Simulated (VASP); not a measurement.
Be3Se2O:

```
Be Se O
1.0
     2.90394   -4.42828    0.00000
     2.90394    4.42828    0.00000
     0.00000    0.00000    2.89057
Be Se O
3 2 1
Direct
  0.00000 0.00000 0.00000
  0.50000 0.00000 0.50000
  0.00000 0.50000 0.50000
  0.21563 0.78437 0.00000
  0.78437 0.21563 0.00000
  0.50000 0.50000 0.00000
```

The cell was built by a generator and needn't be a form met in nature.

- Program: VASP 6.6.1
- Task: relaxation of cell and atoms
- Functional: PBE
- Potentials or basis: VASP PAW PBE potentials, release 64 (Be, Se, O)
- Cutoff: 520 eV
- k mesh: 3 × 3 × 5
- Occupations: gaussian, width 0.15 eV
- Spin: no spin polarisation

At the start: pressure 36.8 GPa; volume 12.39 Å³/atom.

Q: How do energy, volume and symmetry change on relaxing?

A: Over 23 steps the energy falls by 471.2 meV/atom and the volume is 15.55 Å³/atom (+25.5 %); space group Cmmm (No. 65, to 0.05 Å).

Step by step:
```
step  energy change (eV)  largest force (eV/Å)  pressure (GPa)  volume (Å³)
   1              0.0000                1.5098           36.80        74.34
   2             -2.3132                0.2703           -6.05       109.19
   3             -2.5217                0.0778           -0.31        98.98
   4             -2.5221                0.0647           -0.30        99.52
   5             -2.4657                0.1077           -3.61       104.28
   6             -2.5209                0.0472           -0.47       100.07
   7             -2.5182                0.0220           -1.04       100.63
   8             -2.5433                0.2893           -1.53       100.07
   9             -2.5458                0.4258           -1.24        99.79
  10             -2.5694                0.5347           -0.66        97.91
  11             -2.5984                0.9106            3.23        92.35
  12             -2.6071                0.9016            3.00        92.06
  13             -2.6320                0.8907            3.62        91.16
  14             -2.6685                0.7766            4.79        89.38
  15             -2.6161                0.2284            8.27        85.84
  16             -2.6715                0.7194            5.36        88.60
  17             -2.7177                0.5774            4.38        89.28
  18             -2.8042                0.1721            1.98        91.34
  19             -2.7554                0.6104           -1.45        95.51
  20             -2.8203                0.0758            0.77        92.71
  21             -2.8202                0.0959            0.62        92.79
  22             -2.8241                0.0595            0.39        92.99
  23             -2.8269                0.0198            0.11        93.33
```

Final structure:
```yaml
crystal:
  lattice:
    - [3.25462, -4.32173, 0.00000]
    - [3.25462, 4.32173, 0.00000]
    - [0.00000, 0.00000, 3.31751]
  atoms:
    - { symbol: Be, position: [0.00000, 0.00000, 0.00000] }
    - { symbol: Be, position: [0.50000, 0.00000, 0.50000] }
    - { symbol: Be, position: [0.00000, 0.50000, 0.50000] }
    - { symbol: Se, position: [0.25284, 0.74716, 0.00000] }
    - { symbol: Se, position: [0.74716, 0.25284, 0.00000] }
    - { symbol: O, position: [0.50000, 0.50000, 0.00000] }
```

Caveat: the k mesh is coarse (spacing up to 0.43 Å⁻¹), so the values aren't converged; the volume moved by over 15 % at a fixed basis, so the end points are rough.
